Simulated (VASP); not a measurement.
```
MgO
1.0
    0.00000     2.12345     2.12345
    2.12345     0.00000     2.12345
    2.12345     2.12345     0.00000
Mg O
1 1
Direct
  0.00000   0.00000   0.00000
  0.50000   0.50000   0.50000
```

Level of theory: PBE0 hybrid, VASP's PBE PAW potentials (set 64) (plane waves; VASP). Run with 520 eV cut-off, 8×8×8 Γ-centred mesh, Gaussian smearing of 0.050 eV, potentials Mg O.

### Question
Give the stress tensor in GPa (positive for a compressed cell).

### Answer

```
-5.38   0.00   0.00
 0.00  -5.38   0.00
 0.00   0.00  -5.38
```
The pressure is its mean diagonal, -5.38 GPa.

The compound is MgO in the rock salt structure. It was relaxed first. The cell's shape comes from a PBE relaxation.
